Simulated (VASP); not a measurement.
Crystal: Sn.

```
Sn
1.0
    -2.91964    2.91964    1.59380
     2.91964   -2.91964    1.59380
     2.91964    2.91964   -1.59380
Sn
2
Direct
  0.00000 0.00000 0.00000
  0.75000 0.25000 0.50000
```

- Program: VASP 6.6.1
- Task: relaxation of cell and atoms
- Functional: LDA
- Potentials or basis: VASP PAW LDA potentials, release 64 (Sn_d)
- Cutoff: 600 eV
- k mesh: 12 × 12 × 12
- Occupations: gaussian, width 0.03 eV
- Spin: no spin polarisation

At the start: pressure -2.0 GPa; volume 27.17 Å³/atom.

Where does the relaxation end?

Over 9 steps the energy falls by 6.7 meV/atom and the volume is 26.15 Å³/atom (-3.8 %); space group I4_1/amd (No. 141, to 0.05 Å).

The path:
| step | energy change (eV) | largest force (eV/Å) | pressure (GPa) | volume (Å³) |
| --- | --- | --- | --- | --- |
| 1 | 0.0000 | 0.0000 | -2.03 | 54.34 |
| 2 | -0.0113 | 0.0000 | 0.84 | 51.67 |
| 3 | -0.0130 | 0.0000 | 0.01 | 52.36 |
| 4 | -0.0130 | 0.0000 | 0.08 | 52.33 |
| 5 | -0.0133 | 0.0000 | 0.04 | 52.31 |
| 6 | -0.0134 | 0.0000 | 0.04 | 52.30 |
| 7 | -0.0133 | 0.0000 | 0.03 | 52.29 |
| 8 | -0.0134 | 0.0000 | 0.07 | 52.30 |
| 9 | -0.0134 | 0.0000 | 0.05 | 52.30 |

Final structure:
```
Sn
1.0
    -2.88942    2.88942    1.56610
     2.88942   -2.88942    1.56610
     2.88942    2.88942   -1.56610
Sn
2
Direct
  0.00000 0.00000 0.00000
  0.75000 0.25000 0.50000
```
